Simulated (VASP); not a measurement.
The system is Hf3SnS4.

```
Hf Sn S
1.0
    -3.99874    3.99874    2.87647
     3.99874   -3.99874    2.87647
     3.99874    3.99874   -2.87647
Hf Sn S
3 1 4
Cartesian
  0.0000 3.9987 1.4382
  3.9987 0.0000 1.4382
  0.0000 0.0000 0.0000
  0.0000 0.0000 2.8765
  2.3933 0.0000 2.8765
  1.6054 3.9987 0.0000
  0.0000 2.3933 2.8765
  3.9987 1.6054 0.0000
```

The cell was built by a generator and needn't be a form met in nature.

```yaml
Program: VASP 6.6.1
Task: relaxation of cell and atoms
Functional: PBE
Potentials_or_basis: VASP PAW PBE potentials, release 64 (Hf_pv, Sn_d, S)
Cutoff: 520 eV
k_mesh: 3 × 3 × 3
Occupations: gaussian, width 0.15 eV
Spin: no spin polarisation
```

At the start: pressure 40.4 GPa; volume 23.00 Å³/atom.

Task: Where does the relaxation end?

Result: Over 10 steps the energy falls by 965.1 meV/atom and the volume is 34.72 Å³/atom (+51.0 %); space group I4/mmm (No. 139, to 0.05 Å).

Step by step:
| step | energy change (eV) | largest force (eV/Å) | pressure (GPa) | volume (Å³) |
| --- | --- | --- | --- | --- |
| 1 | 0.0000 | 5.2506 | 40.40 | 183.98 |
| 2 | 2.5031 | 3.6012 | -8.76 | 384.63 |
| 3 | -6.3538 | 3.0055 | 0.45 | 248.71 |
| 4 | -6.4167 | 2.7568 | 1.93 | 243.69 |
| 5 | -6.4300 | 2.6155 | 2.62 | 240.96 |
| 6 | -7.5349 | 0.9554 | -0.47 | 265.63 |
| 7 | -7.6884 | 0.4000 | -1.22 | 282.35 |
| 8 | -7.6893 | 0.3617 | -1.15 | 283.25 |
| 9 | -7.6909 | 0.4228 | 1.37 | 272.82 |
| 10 | -7.7205 | 0.0306 | 0.08 | 277.79 |

Final structure:
```
Hf Sn S
1.0
    -4.68636    4.68636    3.16217
     4.68636   -4.68636    3.16217
     4.68636    4.68636   -3.16217
Hf Sn S
3 1 4
Direct
  0.75000 0.25000 0.50000
  0.25000 0.75000 0.50000
  0.00000 0.00000 0.00000
  0.50000 0.50000 0.00000
  0.50000 0.80424 0.30424
  0.50000 0.19575 0.69576
  0.80424 0.50000 0.30424
  0.19575 0.50000 0.69576
```

Caveat: the k mesh is coarse (spacing up to 0.45 Å⁻¹), so the values aren't converged; the volume moved by over 15 % at a fixed basis, so the end points are rough; the relaxation stopped at a loose force limit of 0.08 eV/Å, so its end isn't a converged minimum.
